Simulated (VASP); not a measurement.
# What goes wrong when the modes of InSb are computed with a bad input, part 2 of 2

Some phonon runs on InSb get a fault in the input on purpose. Which of them show, and how? The starting structure is a measured crystal structure from the Crystallography Open Database.

VASP 6.6.1.

Results so far: reference T2 177.3 cm⁻¹; finite displacements, else as the reference T2 177.5 cm⁻¹; a k mesh far too coarse T2 -93.7 cm⁻¹.

## 5. Modes with low precision and real-space projectors

Level of this step: LDA; plane waves and PAW (Sb, In_d) (VASP).

A slip made on purpose: low precision and real-space projectors. Against step 2 the input has PREC = Low, LREAL = Auto, IBRION = 6, NFREE = 2 and POTIM = 0.015 (also changed: NELM and NSW).

Input file INCAR:

```
SYSTEM = InSb
PREC = Low
ENCUT = 450
EDIFF = 1E-08
NELM = 60
ISMEAR = 0
SIGMA = 0.05
LREAL = Auto
ALGO = Normal
GGA = CA
NBANDS = 15
LORBIT = 11
LWAVE = .FALSE.
LCHARG = .FALSE.
KPAR = 8
IBRION = 6
NFREE = 2
POTIM = 0.015
NSW = 1
ISIF = 2
```

Input file POSCAR:

```
InSb
1.0
    0.0000000000      3.2276287627      3.2276287627
    3.2276287627      0.0000000000      3.2276287627
    3.2276287627      3.2276287627      0.0000000000
Sb In
1 1
Direct
    0.7500000000      0.7500000000      0.7500000000
    0.0000000000      0.0000000000      0.0000000000
```

Input file KPOINTS:

```
Automatic mesh
0
Gamma
10 10 10
0 0 0
```

The projector-augmented-wave data sets are Sb and In_d (LDA family, release 64).

Launch:

```
mpirun -np 8 vasp_std
```

The program printed:

```text
[banner, memory and clock lines left out]
running    8 mpi-ranks, on    1 nodes
[...]
[... a notice as in an earlier step ...]

|                                                                             |
|               ----> ADVICE to this user running VASP <----                  |
|                                                                             |
|     You have a (more or less) 'small supercell' and for smaller cells       |
|     it is recommended to use the reciprocal-space projection scheme!        |
|     The real-space optimization is not efficient for small cells and it     |
|     is also less accurate ...                                               |
|     Therefore, set LREAL=.FALSE. in the INCAR file.                         |
|                                                                             |

 LDA part: xc-table for (Slater(with rela. corr.)+CA(PZ))
 , standard interpolation
 POSCAR, INCAR and KPOINTS ok, starting setup
[...]
entering main loop
       N       E                     dE             d eps       ncg     rms          rms(c)
DAV:   1     0.109857610910E+03    0.10986E+03   -0.73855E+03  1410   0.109E+03
DAV:   2    -0.166235110877E+01   -0.11152E+03   -0.10861E+03  1557   0.272E+02
DAV:   3    -0.832934463979E+01   -0.66670E+01   -0.66317E+01  1823   0.728E+01
DAV:   4    -0.852100675271E+01   -0.19166E+00   -0.19161E+00  1717   0.149E+01
[...]
DAV:  12    -0.837156873968E+01    0.13142E-06   -0.62834E-07  2007   0.966E-03    0.501E-03
DAV:  13    -0.837156874805E+01   -0.83653E-08   -0.10060E-07  1690   0.321E-03    0.213E-03
DAV:  14    -0.837156874432E+01    0.37312E-08   -0.71626E-09  1447   0.108E-03
   1 F= -.83715687E+01 E0= -.83715302E+01  d E =-.771475E-04
[... from here on, the cycles between the ionic steps are left out ...]
   2 F= -.83772401E+01 E0= -.83772100E+01  d E =-.602717E-04
   3 F= -.83772411E+01 E0= -.83772110E+01  d E =-.602819E-04
   4 F= -.83676624E+01 E0= -.83676324E+01  d E =-.599959E-04
   5 F= -.83676707E+01 E0= -.83676407E+01  d E =-.599925E-04
 Finite differences progress:
  Degree of freedom:   2/  2
  Displacement:        2/  2
  Total:               4/  4
```

Run time: 35 s. Hardware: 8 MPI ranks of AMD EPYC 7R43, shared host; peak memory 1.8 GiB.

Parts of OUTCAR (step 5):

```text
  Total        0.3542839      0.5040147      0.5040147      0.0000000      0.0788612      0.0000000
  in kB        8.4407535     12.0080652     12.0080652      0.0000000      1.8788554      0.0000000
  external PRESSURE =      10.8189613 kB  Pullay stress =       0.0000000 kB

 POSITION                                       TOTAL-FORCE (eV/Angst)
 -----------------------------------------------------------------------------------
      4.84144      4.84144      4.84144        -0.344396      0.000000      0.000000
     -0.01500      0.00000      0.00000         0.344396     -0.000000     -0.000000
 -----------------------------------------------------------------------------------
    total drift:                                0.486955     -0.000083     -0.000036

  FREE ENERGIE OF THE ION-ELECTRON SYSTEM (eV)
  ---------------------------------------------------
  free  energy   TOTEN  =        -8.3676707424 eV

  energy  without entropy=       -8.3676107498  energy(sigma->0) =       -8.36764075

[... 2 parts as in an earlier step ...]

[... 1 further part left out ...]
[key lines of the parts left out:]
E-fermi :   5.0066
```

Three frequencies should lie near zero, those of the translations, and here fewer than three do (the smallest in size are -26.8, -26.8 and -26.8 cm⁻¹), so no mode of this run is used. As printed, the frequencies run from -26.8 to 353.2 cm⁻¹, imaginary ones as negative numbers.

## 6. Modes with a structure that was not relaxed

A slip made on purpose: a structure that was not relaxed. Against step 2 the input has another starting structure (also changed: NELM).

Input file INCAR:

```
SYSTEM = InSb
PREC = Accurate
ENCUT = 450
EDIFF = 1E-08
NELM = 60
ISMEAR = 0
SIGMA = 0.05
LREAL = .FALSE.
ALGO = Normal
GGA = CA
NBANDS = 15
LORBIT = 11
LWAVE = .FALSE.
LCHARG = .FALSE.
KPAR = 8
IBRION = 8
ISIF = 2
```

Input file POSCAR:

```
InSb
1.0
    0.0000000000      3.2391000000      3.2391000000
    3.2391000000      0.0000000000      3.2391000000
    3.2391000000      3.2391000000      0.0000000000
Sb In
1 1
Direct
    0.7500000000      0.7500000000      0.7500000000
    0.0000000000      0.0000000000      0.0000000000
```

KPOINTS is that of step 5.

Launch:

```
mpirun -np 8 vasp_std
```

The program printed:

```text
[... set-up lines as in an earlier step ...]
 entering main loop
       N       E                     dE             d eps       ncg     rms          rms(c)
DAV:   1     0.108758366031E+03    0.10876E+03   -0.73148E+03  1410   0.109E+03
DAV:   2    -0.142898846251E+01   -0.11019E+03   -0.10741E+03  1550   0.273E+02
DAV:   3    -0.817334959084E+01   -0.67444E+01   -0.67205E+01  1802   0.738E+01
DAV:   4    -0.836250857968E+01   -0.18916E+00   -0.18910E+00  1796   0.147E+01
[...]
DAV:  12    -0.821482386497E+01    0.15103E-06   -0.72283E-07  2080   0.101E-02    0.540E-03
DAV:  13    -0.821482387559E+01   -0.10620E-07   -0.11695E-07  1669   0.345E-03    0.259E-03
DAV:  14    -0.821482387081E+01    0.47748E-08   -0.10923E-08  1384   0.134E-03
   1 F= -.82148239E+01 E0= -.82147853E+01  d E =-.771531E-04
 Linear response reoptimize wavefunctions to high precision
DAV:   1    -0.821482387098E+01   -0.16462E-09   -0.29047E-09  1788   0.357E-04
DAV:   2    -0.821482387100E+01   -0.17280E-10   -0.63679E-11   992   0.679E-05
 Linear response DOF=           2
 Linear response progress:
[...]
RMM:  10    -0.278541278630E-01    0.71906E-07    0.20780E-09 10334   0.146E-04    0.379E-05
RMM:  11    -0.278541466695E-01   -0.18806E-07   -0.92581E-09 10897   0.641E-05    0.102E-05
RMM:  12    -0.278541478374E-01   -0.11679E-08   -0.18407E-09 10025   0.269E-05    0.153E-05
 first order change of Fermi-energy   0.31849E-03
 force on displaced ion       1 direction 1 :  -6.620   0.000   0.000
 Linear response progress:
  Degree of freedom:   2/  2
       N       E                     dE             d eps       ncg     rms          rms(c)
RMM:   1    -0.237004949693E+00   -0.23700E+00   -0.12136E-01  6917   0.468E+00
RMM:   2    -0.239276101242E+00   -0.22712E-02   -0.11193E-02  8650   0.949E-01    0.707E-02
RMM:   3    -0.239236904469E+00    0.39197E-04   -0.13041E-03  9457   0.297E-01    0.346E-02
RMM:   4    -0.239092108745E+00    0.14480E-03   -0.13355E-04  9678   0.928E-02    0.179E-02
[...]
RMM:  15    -0.239060090494E+00    0.14296E-07   -0.22742E-07  7533   0.221E-05    0.109E-05
RMM:  16    -0.239060056935E+00    0.33559E-07    0.34407E-08  7881   0.184E-05    0.396E-06
RMM:  17    -0.239060053659E+00    0.32762E-08   -0.34290E-08  6104   0.161E-05    0.161E-06
 first order change of Fermi-energy  -0.59710E-04
 force on displaced ion       2 direction 1 :  -6.663   0.000   0.000
 Linear response finished
```

It took 82 s on 8 MPI ranks; peak memory 3.3 GiB; 11 min of CPU time.

Parts of OUTCAR (step 6):

```text
  Total       -0.2051039     -0.2051039     -0.2051039      0.0000000      0.0000000     -0.0000000
  in kB       -4.8348315     -4.8348315     -4.8348315      0.0000000      0.0000000     -0.0000000
  external PRESSURE =      -4.8348315 kB  Pullay stress =       0.0000000 kB

 POSITION                                       TOTAL-FORCE (eV/Angst)
 -----------------------------------------------------------------------------------
      4.85865      4.85865      4.85865        -0.000000      0.000000      0.000000
      0.00000      0.00000      0.00000         0.000000     -0.000000     -0.000000
 -----------------------------------------------------------------------------------
    total drift:                                0.000000      0.000000      0.000000

[... 1 part as in an earlier step ...]

[... 1 further part left out ...]
```

With a structure that was not relaxed the mode is T2 174.8 cm⁻¹, -2.5 cm⁻¹ from the reference.

## 7. Modes with a cutoff far too low

A slip made on purpose: a cutoff far too low. Against step 2 the input has ENCUT = 130 (also changed: NELM).

Changes to INCAR since step 6:

```diff
@@ -2,3 +2,3 @@
 PREC = Accurate
-ENCUT = 450
+ENCUT = 130
 EDIFF = 1E-08
```

Input file POSCAR:

```
InSb
1.0
    0.0000000000      3.2276287627      3.2276287627
    3.2276287627      0.0000000000      3.2276287627
    3.2276287627      3.2276287627      0.0000000000
Sb In
1 1
Direct
    0.7500000000      0.7500000000      0.7500000000
    0.0000000000      0.0000000000      0.0000000000
```

KPOINTS is that of step 6.

Launch:

```
mpirun -np 8 vasp_std
```

The program printed:

```text
[... set-up lines as in an earlier step ...]
 entering main loop
       N       E                     dE             d eps       ncg     rms          rms(c)
DAV:   1     0.434557633197E+02    0.43456E+02   -0.44272E+03  1759   0.338E+02
DAV:   2     0.546921239882E+01   -0.37987E+02   -0.37582E+02  1823   0.118E+02
DAV:   3     0.506277317424E+01   -0.40644E+00   -0.40620E+00  1508   0.129E+01
DAV:   4     0.506147479252E+01   -0.12984E-02   -0.12984E-02  1907   0.757E-01
[...]
DAV:  13     0.766420052268E+01   -0.43481E-06   -0.69234E-07  1592   0.563E-03    0.226E-03
DAV:  14     0.766420053748E+01    0.14802E-07   -0.22981E-08  1837   0.103E-03    0.635E-04
DAV:  15     0.766420054048E+01    0.29993E-08   -0.74475E-09  1223   0.544E-04
   1 F= 0.76642005E+01 E0= 0.76642391E+01  d E =-.772041E-04
 Linear response reoptimize wavefunctions to high precision
DAV:   1     0.766420054075E+01    0.26125E-09   -0.46073E-10  1027   0.118E-04
DAV:   2     0.766420054079E+01    0.42292E-10   -0.45906E-11   845   0.345E-05
 Linear response DOF=           2
 Linear response progress:
[...]
RMM:   9    -0.270389755519E-01   -0.36811E-07   -0.20391E-09  8367   0.153E-05    0.987E-06
RMM:  10    -0.270389977844E-01   -0.22232E-07   -0.19547E-09  7436   0.705E-06    0.289E-06
RMM:  11    -0.270389936948E-01    0.40896E-08   -0.22298E-10  5526   0.154E-06    0.128E-06
 first order change of Fermi-energy   0.29046E-03
 force on displaced ion       1 direction 1 :  -6.418   0.000   0.000
 Linear response progress:
  Degree of freedom:   2/  2
       N       E                     dE             d eps       ncg     rms          rms(c)
RMM:   1    -0.415493579123E+00   -0.41549E+00   -0.12073E-01  6699   0.267E+00
RMM:   2    -0.418396012899E+00   -0.29024E-02   -0.63521E-03  7754   0.508E-01    0.392E-01
RMM:   3    -0.417228543456E+00    0.11675E-02   -0.11279E-03  8392   0.197E-01    0.216E-01
RMM:   4    -0.418090530820E+00   -0.86199E-03   -0.11862E-03  8310   0.206E-01    0.829E-02
[...]
RMM:  11    -0.418636233893E+00    0.38970E-07   -0.35578E-09  9514   0.102E-05    0.588E-06
RMM:  12    -0.418636274795E+00   -0.40902E-07   -0.39365E-09  8535   0.417E-06    0.855E-07
RMM:  13    -0.418636282080E+00   -0.72849E-08   -0.24216E-09  6670   0.235E-06    0.227E-07
 first order change of Fermi-energy  -0.24594E-04
 force on displaced ion       2 direction 1 :  -6.453   0.000   0.000
 Linear response finished
```

Run time: 15 s. Hardware: 8 MPI ranks; peak memory 1.1 GiB.

From OUTCAR (step 7):

```text
  Total     -119.1312759   -119.1312759   -119.1312759     -0.0000000      0.0000000     -0.0000000
  in kB    -2838.2826919  -2838.2826919  -2838.2826919     -0.0000000      0.0000000     -0.0000000
  external PRESSURE =   -2838.2826919 kB  Pullay stress =       0.0000000 kB

 POSITION                                       TOTAL-FORCE (eV/Angst)
 -----------------------------------------------------------------------------------
      4.84144      4.84144      4.84144         0.000000     -0.000000      0.000000
      0.00000      0.00000      0.00000        -0.000000      0.000000     -0.000000
 -----------------------------------------------------------------------------------
    total drift:                                0.000006      0.000006      0.000006

[... 1 part as in an earlier step ...]

[... 1 further part left out ...]
```

With a cutoff far too low the mode is T2 172.1 cm⁻¹, -5.2 cm⁻¹ from the reference.

## 8. Comparison

```
                                        run                 ended     T2  imaginary modes, each partner counted                method  core minutes
                                  reference             converged  177.3                                      0   perturbation theory          10.8
finite displacements, else as the reference             converged  177.5                                      0  finite displacements          7.07
                    a k mesh far too coarse             converged  -93.7                                      3   perturbation theory          1.01
    low precision and real-space projectors  finished, not usable      -                                      -  finite displacements          4.67
           a structure that was not relaxed             converged  174.8                                      0   perturbation theory          10.9
                       a cutoff far too low             converged  172.1                                      0   perturbation theory          2.03
```

Modes are in cm⁻¹, degenerate ones as one, matched between runs by symmetry and order. A number in brackets counts the listed modes of one symmetry from the lowest. The symmetry labels come from an automatic analysis and can be wrong where levels nearly coincide. Core minutes are wall time times ranks of the run shown, on a shared host.

## 9. Outcome

```
T2, reference                                    : 177.3 cm⁻¹
T2, finite displacements, else as the reference  : 177.5 cm⁻¹
T2, a k mesh far too coarse                      : -93.7 cm⁻¹
T2, a structure that was not relaxed             : 174.8 cm⁻¹
T2, a cutoff far too low                         : 172.1 cm⁻¹
run with low precision and real-space projectors : finished, not usable
```

Finished, but so rough that the translations don't all come out near zero: low precision and real-space projectors. Finished, but with signs in the output that stand out against the reference: a k mesh far too coarse, with T2 turned imaginary (signs: a pressure of 6.8 GPa on the undisplaced cell and imaginary modes); a structure that was not relaxed, with modes off by up to -2.5 cm⁻¹, in T2 (signs: a pressure of -0.5 GPa on the undisplaced cell); a cutoff far too low, with modes off by up to -5.2 cm⁻¹, in T2 (signs: a pressure of -283.8 GPa on the undisplaced cell). Runs with finite displacements are held against the sound run of that kind. Further runs on this material are not shown.

[Lines on the potential files, build, host, timing and source positions are cut from VASP's logs without a mark.]

[Logs are printed without paths, hosts, clocks, repeated set-up lines and the standing remarks that a program may print on its own settings, such as how far it seeks lower states.]

[Hosts, paths, dates, database ids (printed as entryN), source tags and the programs' standing remarks are cut or masked in the printed files.]
